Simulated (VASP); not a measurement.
Given:

```xyz
2
Lattice="3.6804 -1.8800 0.0000 3.6804 1.8800 0.0000 2.7200 0.0000 3.1114" Properties=species:S:1:pos:R:3 pbc="T T T"
As     2.2883     0.0000     0.7063
As     7.7924     0.0000     2.4051
```

Computed with vdW-DF2, VASP's PBE PAW potentials (set 64) (plane waves; VASP 6.6.1). Settings: 520 eV cut-off, 11×11×11 Γ-centred mesh, first-order Methfessel-Paxton smearing of 0.10 eV, potentials As.

Energy and stress use the plane-wave basis of the starting cell.

### Question
The ions, cell shape and volume are relaxed. Predict the relaxed structure.

### Answer

```xyz
2
Lattice="4.4549 -1.9252 0.2117 4.4549 1.9252 0.2117 3.4715 0.0000 3.3980" Properties=species:S:1:pos:R:3 pbc="T T T"
As     2.7135     0.0000     0.8375
As     9.6677     0.0000     2.9839
```
Space group R-3m (166), at a tolerance of 0.03 Å.

### Question
How do energy and volume change from the first to the last step?

### Answer
The energy (σ→0) changes by -153.5 meV/atom and the volume by +28.8 %, in 18 ionic steps.

```
step  E(σ→0) (eV)  max force (eV/Å)  pressure (GPa)  volume (Å³)
----  -----------  ----------------  --------------  -----------
1         -5.1340             0.458           12.15        43.06
2         -5.3045             0.902           -3.65        54.05
3         -5.3646             0.524            0.38        49.79
4         -5.3871             0.292            0.25        50.55
5         -5.4013             0.071            0.20        51.70
6         -5.4144             0.032            0.06        52.33
7         -5.4357             0.059           -0.23        54.12
8         -5.4275             0.350           -0.10        57.16
9         -5.4402             0.097           -0.20        55.18
10        -5.4388             0.162            0.76        54.79
11        -5.4408             0.008            0.12        55.05
12        -5.4409             0.013            0.03        55.32
13        -5.4409             0.014            0.02        55.34
14        -5.4409             0.021           -0.10        55.50
15        -5.4409             0.010           -0.07        55.45
16        -5.4410             0.012           -0.02        55.44
17        -5.4410             0.013            0.01        55.44
18        -5.4410             0.001            0.04        55.46
```

The compound is As in the a7 structure. This run relaxes it. Symmetry was kept, so distortions that lower it aren't found.
